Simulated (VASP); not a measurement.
VASP runs on Mg₂Sn (space group Fm-3m) share one base input (PBE GGA, plane waves, VASP's PBE PAW potentials (set 64)) and change the settings named in each case.

### KPOINTS
```
Regular mesh
0
gamma
 9 9 9
0 0 0
```

**INCAR**
```
! general
SYSTEM  = Mg2Sn
PREC    = Accurate
ENCUT   = 300   ! plane-wave cut-off (eV)
LREAL   = .FALSE.
LASPH   = .TRUE.   ! aspherical one-centre terms

! electronic loop
EDIFF   = 1E-6   ! SCF stop (eV)
NELM    = 100   ! most electronic steps
ALGO    = Normal   ! blocked Davidson
LMAXMIX = 4   ! l cut-off of mixed one-centre charges

! smearing
ISMEAR  = -1
SIGMA   = 0.02   ! width (eV)

! functional
GGA     = PE   ! PBE

! ions
ISIF    = 2   ! forces and stress, cell fixed

! output
LWAVE   = .FALSE.
LCHARG  = .FALSE.
```

**POSCAR**
```
Mg2Sn
1
    0.0000000000     3.3806760000     3.3806760000
    3.3806760000     0.0000000000     3.3806760000
    3.3806760000     3.3806760000     0.0000000000
Mg Sn
2 1
Direct
  0.2500000000   0.2500000000   0.2500000000
  0.7500000000   0.7500000000   0.7500000000
  0.0000000000   0.0000000000   0.0000000000
```

POTCAR, in this order: Mg Sn_d (PBE.64 set). Program: vasp_std.

```json
[
 {"change": "base run", "E(σ→0) (eV/atom)": "-2.4759", "pressure (GPa)": "0.82", "−TS (eV)": "-0.0005"},
 {"change": "GGA = PS", "E(σ→0) (eV/atom)": "-2.7768", "pressure (GPa)": "-0.49", "−TS (eV)": "-0.0005"},
 {"change": "GGA_COMPAT = .FALSE., LNONCOLLINEAR = .TRUE., LSORBIT = .TRUE., MAGMOM = 0.0 0.0 0.0 0.0 0.0 0.0 0.0 0.0 0.0, program vasp_ncl", "E(σ→0) (eV/atom)": "-2.4949", "pressure (GPa)": "(withheld)", "−TS (eV)": "(withheld)"},
 {"change": "KPOINTS 6×6×6 Γ-centred mesh", "E(σ→0) (eV/atom)": "-2.4676", "pressure (GPa)": "0.83", "−TS (eV)": "-0.0001"}
]
```

### Question
Complete the blanks.

### Answer

- GGA_COMPAT = .FALSE., LNONCOLLINEAR = .TRUE., LSORBIT = .TRUE., MAGMOM = 0.0 0.0 0.0 0.0 0.0 0.0 0.0 0.0 0.0, program vasp_ncl, pressure (GPa): 0.75
- GGA_COMPAT = .FALSE., LNONCOLLINEAR = .TRUE., LSORBIT = .TRUE., MAGMOM = 0.0 0.0 0.0 0.0 0.0 0.0 0.0 0.0 0.0, program vasp_ncl, −TS (eV): -0.0004

Energies of different potentials or functionals have different zeros.  Unless said otherwise, spin-orbit coupling is left out, though it shifts the bands of the heavy elements here. At 300 eV the pressure can carry a Pulay error.

Left out are runs that ran out of time, are held back, or changed the cell or the kind of run, fixed moments of cells without a moment, rows past the twelfth, gaps on odd meshes, pressures of charged cells and columns that move by less than the noise.

The structure is a typed Mg2Sn crystal (Fm-3m). The cell was not relaxed at this level, its lattice was scaled by up to 2.5 %.
